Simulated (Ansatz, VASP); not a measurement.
# Cross-check of Sn2C between VASP and Ansatz, part 2 of 2

Aim: how closely do two programs agree when they are given the same cell, functional and k mesh? The cell is generated by rule, not measured, and may not be a known phase. The cell is taken from a series of runs on this material, whose earlier steps may have relaxed, scaled, displaced or heated it; both programs get it as it stands.

VASP 6.6.1 and Ansatz 0.2.0.

So far. Step 2 (Ansatz: single point, PBEsol, pair 1): The run ends at a pressure of 0.02 GPa, with forces up to 0.19 eV/Å. Step 3 (VASP: single point, PBEsol, pair 1): The run ends at a pressure of -0.05 GPa, with forces up to 0.19 eV/Å.

## Step 5: VASP: single point, PBEsol, pair 2

Level of this step: PBEsol; plane waves and PAW (C, Sn_d); invented cell (VASP).

With cell and atoms fixed, the geometry can't cause a difference; cores, projectors, grids and the points listed under the comparison can.

Contents of INCAR:

```
SYSTEM = Sn2C
PREC = Accurate
ENCUT = 600
EDIFF = 1E-06
NELM = 120
ISMEAR = 1
SIGMA = 0.2
LREAL = .FALSE.
ALGO = Normal
GGA = PS
NBANDS = 79
LORBIT = 11
LWAVE = .FALSE.
LCHARG = .FALSE.
ISIF = 2
LASPH = .TRUE.
GGA_COMPAT = .FALSE.
KPAR = 2
```

Contents of POSCAR:

```
Sn2C
1.0
   -5.0213021337      0.0000000000      0.0000000000
    0.0000000000     -5.0213021337     -5.0213021337
    0.0000000000     -5.0213021337      5.0213021337
C Sn
4 8
Direct
    0.0000000000      0.5079660612      0.5079660612
    0.0000000000      0.9920339388      0.9920339388
    0.5000000000      0.9920339388      0.5079660612
    0.5000000000      0.5079660612      0.9920339388
    0.7500000000      0.2500000000      0.4965291524
    0.7500000000      0.7500000000      0.0034708476
    0.2500000000      0.0034708476      0.2500000000
    0.2500000000      0.4965291524      0.7500000000
    0.2500000000      0.0034708476      0.7500000000
    0.2500000000      0.4965291524      0.2500000000
    0.7500000000      0.7500000000      0.4965291524
    0.7500000000      0.2500000000      0.0034708476
```

Contents of KPOINTS:

```
Automatic mesh
0
Gamma
8 6 6
0 0 0
```

Potentials, in the order of the species: C and Sn_d (PBE family, release 64).

The run is started by

```
mpirun -np 2 vasp_std
```

Numbers of over 12 decimals in the logs are rounded to 6 here.

What it wrote:

```text
[banner, memory and clock lines left out]
running    2 mpi-ranks, on    1 nodes
[...]
[... a notice as in an earlier step ...]

 LDA part: xc-table for (Slater+PW92), standard interpolation
 POSCAR, INCAR and KPOINTS ok, starting setup
[...]
entering main loop
       N       E                     dE             d eps       ncg     rms          rms(c)
DAV:   1     0.173694344527E+04    0.17369E+04   -0.62989E+04  8525   0.271E+03
DAV:   2     0.293302787670E+03   -0.14436E+04   -0.14016E+04  7900   0.794E+02
DAV:   3    -0.293202629728E+02   -0.32262E+03   -0.30853E+03  8435   0.267E+02
DAV:   4    -0.633862487440E+02   -0.34066E+02   -0.32676E+02  9440   0.839E+01
[...]
DAV:  13    -0.583652462231E+02   -0.60983E-05   -0.12160E-04 10264   0.351E-02    0.174E-02
DAV:  14    -0.583652413228E+02    0.49003E-05   -0.19177E-05  8035   0.198E-02    0.421E-03
DAV:  15    -0.583652411969E+02    0.12593E-06   -0.24916E-06  6387   0.618E-03
   1 F= -.58365241E+02 E0= -.58363906E+02  d E =-.400653E-02
```

Parts of OUTCAR (step 5):

```text
  Total        0.4803318     -0.0217302     -0.0217302      0.0000000      0.0000000      0.0000000
  in kB        3.0392948     -0.1374976     -0.1374976      0.0000000      0.0000000      0.0000000
  external PRESSURE =       0.9214332 kB  Pullay stress =       0.0000000 kB

 POSITION                                       TOTAL-FORCE (eV/Angst)
 -----------------------------------------------------------------------------------
      0.00000     -5.10130      0.00000        -0.000000      0.000353      0.000000
      0.00000     -9.96260      0.00000         0.000000     -0.000353      0.000000
     -2.51065     -7.53195     -2.43065         0.000000      0.000000     -0.000353
     -2.51065     -7.53195      2.43065         0.000000      0.000000      0.000353
     -3.76598     -3.74855      1.23790         0.000000      0.168055     -0.168055
     -3.76598     -3.78340     -3.74855         0.000000     -0.267411      0.267411
     -1.25533     -1.27275      1.23790         0.000000     -0.168055     -0.168055
     -1.25533     -6.25920      1.27275         0.000000      0.267411      0.267411
     -1.25533     -3.78340      3.74855         0.000000     -0.267411     -0.267411
     -1.25533     -3.74855     -1.23790         0.000000      0.168055      0.168055
     -3.76598     -6.25920     -1.27275         0.000000      0.267411     -0.267411
     -3.76598     -1.27275     -1.23790         0.000000     -0.168055      0.168055
 -----------------------------------------------------------------------------------
    total drift:                               -0.000000     -0.000000     -0.000000

  FREE ENERGIE OF THE ION-ELECTRON SYSTEM (eV)
  ---------------------------------------------------
  free  energy   TOTEN  =       -58.3652411969 eV

  energy  without entropy=      -58.3612346671  energy(sigma->0) =      -58.36390569

[... 2 parts as in an earlier step ...]

[... 1 further part left out ...]
[key lines of the parts left out:]
E-fermi :   7.3912
```

The run ends at a pressure of 0.09 GPa, with forces up to 0.38 eV/Å.

## Step 6: Ansatz: single point, PBEsol, pair 2

The same cell, functional, mesh and smearing now go to Ansatz, which takes its cutoff from its data sets.

The cell is taken from a series of runs on this material, whose earlier steps may have relaxed, scaled, displaced or heated it; both programs get it as it stands.

Contents of input.yaml:

```yaml
crystal:
  lattice:
    - [-5.0213021337, 0.0, 0.0]
    - [0.0, -5.0213021337, -5.0213021337]
    - [0.0, -5.0213021337, 5.0213021337]
  atoms:
    - { symbol: C, position: [0.0, 0.5079660612, 0.5079660612] }
    - { symbol: C, position: [0.0, -0.0079660612, -0.0079660612] }
    - { symbol: C, position: [0.5, -0.0079660612, 0.5079660612] }
    - { symbol: C, position: [0.5, 0.5079660612, -0.0079660612] }
    - { symbol: Sn, position: [0.75, 0.25, 0.4965291524] }
    - { symbol: Sn, position: [0.75, 0.75, 0.0034708476] }
    - { symbol: Sn, position: [0.25, 0.0034708476, 0.25] }
    - { symbol: Sn, position: [0.25, 0.4965291524, 0.75] }
    - { symbol: Sn, position: [0.25, 0.0034708476, 0.75] }
    - { symbol: Sn, position: [0.25, 0.4965291524, 0.25] }
    - { symbol: Sn, position: [0.75, 0.75, 0.4965291524] }
    - { symbol: Sn, position: [0.75, 0.25, 0.0034708476] }
kpoints:
  mp_grid: { grid: [8, 6, 6] }
hamiltonian:
  xc: pbesol
scf:
  occupations: { method: methfessel_paxton, width: 0.2 }
output:
  forces: true
  stress: true
  eigenvalues: true
```

The run is started by

```
ansatz run input.yaml --threads 8 --pin off --max-ram 14336MiB --backend cpu --events-out ev --progress --plain --runs-dir out
```

What it wrote:

```text
[...]
Crystal: 12 atoms, lattice volume = 253.209 Å³
Basis set: ecut = 420 eV, 4981 PW (Γ), exchange–correlation on 72×96×96 points (8 copies of the dense FFT grid, shifted against one another)
Bands: 77, of which v1, the nominal top of the filled ones, is band 64 counted from 1 (63 counted from 0)
Symmetry: 8 space group operations
[...]
k-points: 50 of 288 (time reversal used)
[...]
k-point 0: bands = [... 60 lower, 7.4114, 8.9472, 8.9961, 11.5689, 11.7311, 11.7967, 11.7967, 11.8086, ... 9 higher]
  k-point 1: bands = [... 60 lower, 7.7963, 9.0007, 9.2525, 10.9823, 11.1019, 11.2561, 11.4010, 11.4860, ... 9 higher]
  k-point 2: bands = [... 60 lower, 8.3991, 9.0098, 9.9585, 10.1647, 10.1822, 10.6723, 10.7108, 10.9315, ... 9 higher]
  k-point 49: bands = [... 60 lower, 8.9311, 8.9670, 8.9900, 8.9900, 11.6613, 11.7270, 11.7270, 11.7990, ... 9 higher]
[key lines of the parts left out:]
SCF converged after 7 iterations
Free energy (F): -48570.689711 eV
Fermi energy:    10.079208 eV
P = ⅓ Tr σ = 0.1723 GPa (1.723 kbar)
```

The run ends at a pressure of 0.17 GPa, with forces up to 0.38 eV/Å.

## Step 7: Comparison

Compared:

| quantity | Ansatz | VASP | difference |
| --- | --- | --- | --- |
| pressure (GPa) | 0.17 | 0.09 | +0.08 |

Forces on 10 of the 12 atoms, those with the largest forces and the largest differences (eV/Å; atoms numbered as in POSCAR):

| atom | Ansatz x, y, z | VASP x, y, z |
| --- | --- | --- |
| C1 | 0.000, 0.007, 0.000 | 0.000, 0.000, 0.000 |
| C2 | 0.000, -0.007, 0.000 | 0.000, 0.000, 0.000 |
| C4 | 0.000, 0.000, 0.007 | 0.000, 0.000, 0.000 |
| Sn6 | 0.000, -0.269, 0.269 | 0.000, -0.267, 0.267 |
| Sn7 | 0.000, -0.169, -0.169 | 0.000, -0.168, -0.168 |
| Sn8 | 0.000, 0.269, 0.269 | 0.000, 0.267, 0.267 |
| Sn9 | 0.000, -0.269, -0.269 | 0.000, -0.267, -0.267 |
| Sn10 | 0.000, 0.169, 0.169 | 0.000, 0.168, 0.168 |
| Sn11 | 0.000, 0.269, -0.269 | 0.000, 0.267, -0.267 |
| Sn12 | 0.000, -0.169, 0.169 | 0.000, -0.168, 0.168 |

The forces differ by 2.4 meV/Å r.m.s., which is 1.6 % of the r.m.s. force of 0.149 eV/Å (both taken over all components).

## Step 8: Ansatz: single point, PBEsol, pair 3

A single point gives forces, pressure and levels at one fixed geometry, so differences don't come from the geometry; what else differs is listed under the comparison.

The cell is taken from a series of runs on this material, whose earlier steps may have relaxed, scaled, displaced or heated it; both programs get it as it stands.

Contents of input.yaml:

```yaml
crystal:
  lattice:
    - [-5.0213021337, 0.0, 0.0]
    - [0.0, -5.0213021337, -5.0213021337]
    - [0.0, -5.0213021337, 5.0213021337]
  atoms:
    - { symbol: C, position: [0.0, 0.5139406071, 0.5139406071] }
    - { symbol: C, position: [0.0, -0.0139406071, -0.0139406071] }
    - { symbol: C, position: [0.5, -0.0139406071, 0.5139406071] }
    - { symbol: C, position: [0.5, 0.5139406071, -0.0139406071] }
    - { symbol: Sn, position: [0.75, 0.25, 0.4939260168] }
    - { symbol: Sn, position: [0.75, 0.75, 0.0060739832] }
    - { symbol: Sn, position: [0.25, 0.0060739832, 0.25] }
    - { symbol: Sn, position: [0.25, 0.4939260168, 0.75] }
    - { symbol: Sn, position: [0.25, 0.0060739832, 0.75] }
    - { symbol: Sn, position: [0.25, 0.4939260168, 0.25] }
    - { symbol: Sn, position: [0.75, 0.75, 0.4939260168] }
    - { symbol: Sn, position: [0.75, 0.25, 0.0060739832] }
kpoints:
  mp_grid: { grid: [8, 6, 6] }
hamiltonian:
  xc: pbesol
scf:
  occupations: { method: methfessel_paxton, width: 0.2 }
output:
  forces: true
  stress: true
  eigenvalues: true
```

What it wrote:

```text
[...]
Crystal: 12 atoms, lattice volume = 253.209 Å³
Basis set: ecut = 420 eV, 4981 PW (Γ), exchange–correlation on 72×96×96 points (8 copies of the dense FFT grid, shifted against one another)
Bands: 77, of which v1, the nominal top of the filled ones, is band 64 counted from 1 (63 counted from 0)
Symmetry: 8 space group operations
[...]
k-points: 50 of 288 (time reversal used)
[...]
k-point 0: bands = [... 60 lower, 7.4608, 8.8761, 9.0148, 11.4331, 11.7892, 11.7892, 11.8002, 11.8233, ... 9 higher]
  k-point 1: bands = [... 60 lower, 7.8478, 8.9557, 9.2416, 10.8771, 11.0700, 11.2026, 11.5211, 11.5551, ... 9 higher]
  k-point 2: bands = [... 60 lower, 8.4465, 8.9667, 9.9159, 10.0668, 10.1336, 10.5985, 10.8557, 11.0441, ... 9 higher]
  k-point 49: bands = [... 60 lower, 8.8523, 8.9080, 8.9957, 8.9957, 11.7041, 11.7763, 11.7763, 11.7932, ... 9 higher]
[key lines of the parts left out:]
SCF converged after 8 iterations
Free energy (F): -48570.736378 eV
Fermi energy:    10.061824 eV
P = ⅓ Tr σ = 0.5525 GPa (5.525 kbar)
```

The run ends at a pressure of 0.55 GPa, with forces up to 0.65 eV/Å.

## Step 9: VASP: single point, PBEsol, pair 3

The same cell, functional, mesh and smearing now go to VASP, with its own data sets.

INCAR is that of step 5.

Contents of POSCAR:

```
Sn2C
1.0
   -5.0213021337      0.0000000000      0.0000000000
    0.0000000000     -5.0213021337     -5.0213021337
    0.0000000000     -5.0213021337      5.0213021337
C Sn
4 8
Direct
    0.0000000000      0.5139406071      0.5139406071
    0.0000000000      0.9860593929      0.9860593929
    0.5000000000      0.9860593929      0.5139406071
    0.5000000000      0.5139406071      0.9860593929
    0.7500000000      0.2500000000      0.4939260168
    0.7500000000      0.7500000000      0.0060739832
    0.2500000000      0.0060739832      0.2500000000
    0.2500000000      0.4939260168      0.7500000000
    0.2500000000      0.0060739832      0.7500000000
    0.2500000000      0.4939260168      0.2500000000
    0.7500000000      0.7500000000      0.4939260168
    0.7500000000      0.2500000000      0.0060739832
```

KPOINTS is that of step 5.

The run is started by

```
mpirun -np 2 vasp_std
```

What it wrote:

```text
[... set-up lines as in an earlier step ...]
 entering main loop
       N       E                     dE             d eps       ncg     rms          rms(c)
DAV:   1     0.173749185262E+04    0.17375E+04   -0.62802E+04  8514   0.271E+03
DAV:   2     0.292988560402E+03   -0.14445E+04   -0.14008E+04  7900   0.796E+02
DAV:   3    -0.294272146474E+02   -0.32242E+03   -0.30818E+03  8382   0.267E+02
DAV:   4    -0.638600069384E+02   -0.34433E+02   -0.32890E+02  9512   0.839E+01
[...]
DAV:  13    -0.584137395815E+02   -0.71367E-05   -0.15525E-04  9658   0.346E-02    0.186E-02
DAV:  14    -0.584137338134E+02    0.57681E-05   -0.17325E-05  7960   0.175E-02    0.591E-03
DAV:  15    -0.584137334057E+02    0.40775E-06   -0.33491E-06  6646   0.684E-03
   1 F= -.58413733E+02 E0= -.58413706E+02  d E =-.810757E-04
```

OUTCAR, selected parts (step 9):

```text
  Total        1.1568910      0.5202804      0.5202804      0.0000000      0.0000000      0.0000000
  in kB        7.3202174      3.2920694      3.2920694      0.0000000      0.0000000      0.0000000
  external PRESSURE =       4.6347854 kB  Pullay stress =       0.0000000 kB

 POSITION                                       TOTAL-FORCE (eV/Angst)
 -----------------------------------------------------------------------------------
      0.00000     -5.16130      0.00000         0.000000      0.094276      0.000000
      0.00000     -9.90260      0.00000        -0.000000     -0.094276      0.000000
     -2.51065     -7.53195     -2.37065        -0.000000      0.000000     -0.094276
     -2.51065     -7.53195      2.37065         0.000000      0.000000      0.094276
     -3.76598     -3.73548      1.22483        -0.000000      0.210476     -0.210476
     -3.76598     -3.79648     -3.73548        -0.000000     -0.459264      0.459264
     -1.25533     -1.28582      1.22483        -0.000000     -0.210476     -0.210476
     -1.25533     -6.24613      1.28582        -0.000000      0.459264      0.459264
     -1.25533     -3.79648      3.73548        -0.000000     -0.459264     -0.459264
     -1.25533     -3.73548     -1.22483        -0.000000      0.210476      0.210476
     -3.76598     -6.24613     -1.28582        -0.000000      0.459264     -0.459264
     -3.76598     -1.28582     -1.22483        -0.000000     -0.210476      0.210476
 -----------------------------------------------------------------------------------
    total drift:                                0.000001     -0.000000     -0.000000

  FREE ENERGIE OF THE ION-ELECTRON SYSTEM (eV)
  ---------------------------------------------------
  free  energy   TOTEN  =       -58.4137334057 eV

  energy  without entropy=      -58.4136523299  energy(sigma->0) =      -58.41370638

[... 2 parts as in an earlier step ...]

[... 1 further part left out ...]
[key lines of the parts left out:]
E-fermi :   7.3738
```

The run ends at a pressure of 0.46 GPa, with forces up to 0.65 eV/Å.

## Step 10: Comparison

Both answers:

| quantity | Ansatz | VASP | difference |
| --- | --- | --- | --- |
| pressure (GPa) | 0.55 | 0.46 | +0.09 |

Forces on 10 of the 12 atoms, those with the largest forces and the largest differences (eV/Å; atoms numbered as in POSCAR):

| atom | Ansatz x, y, z | VASP x, y, z |
| --- | --- | --- |
| C1 | 0.000, 0.106, 0.000 | 0.000, 0.094, 0.000 |
| C2 | 0.000, -0.106, 0.000 | 0.000, -0.094, 0.000 |
| C4 | 0.000, 0.000, 0.106 | 0.000, 0.000, 0.094 |
| Sn6 | 0.000, -0.462, 0.462 | 0.000, -0.459, 0.459 |
| Sn7 | 0.000, -0.211, -0.211 | 0.000, -0.210, -0.210 |
| Sn8 | 0.000, 0.462, 0.462 | 0.000, 0.459, 0.459 |
| Sn9 | 0.000, -0.462, -0.462 | 0.000, -0.459, -0.459 |
| Sn10 | 0.000, 0.211, 0.211 | 0.000, 0.210, 0.210 |
| Sn11 | 0.000, 0.462, -0.462 | 0.000, 0.459, -0.459 |
| Sn12 | 0.000, -0.211, 0.211 | 0.000, -0.210, 0.210 |

The forces differ by 4.0 meV/Å r.m.s., which is 1.7 % of the r.m.s. force of 0.240 eV/Å (both taken over all components).

## Step 11: What came out

| Quantity | Value |
| --- | --- |
| r.m.s. force difference (single point, PBEsol, pair 1) | 1.3 meV/Å |
| r.m.s. force difference (single point, PBEsol, pair 2) | 2.4 meV/Å |
| r.m.s. force difference (single point, PBEsol, pair 3) | 1.7 % of the r.m.s. force |

**Reading.** The r.m.s. force difference is 1.7 % of the r.m.s. force (single point, PBEsol, pair 3), within the 3 % picked in this series as the mark of a large difference. 3 further runs of this series are not shown here. Such differences can come from data sets, numerical settings and the points named under the comparisons, not from the functional's error against experiment.

[Lines on the potential files, build, host, timing and source positions are cut from VASP's logs without a mark.]

[Logs are printed without paths, hosts, clocks, repeated set-up lines and the standing remarks that a program may print on its own settings, such as how far it seeks lower states.]

[Hosts, paths, dates, database ids (printed as entryN), source tags and the programs' standing remarks are cut or masked in the printed files.]
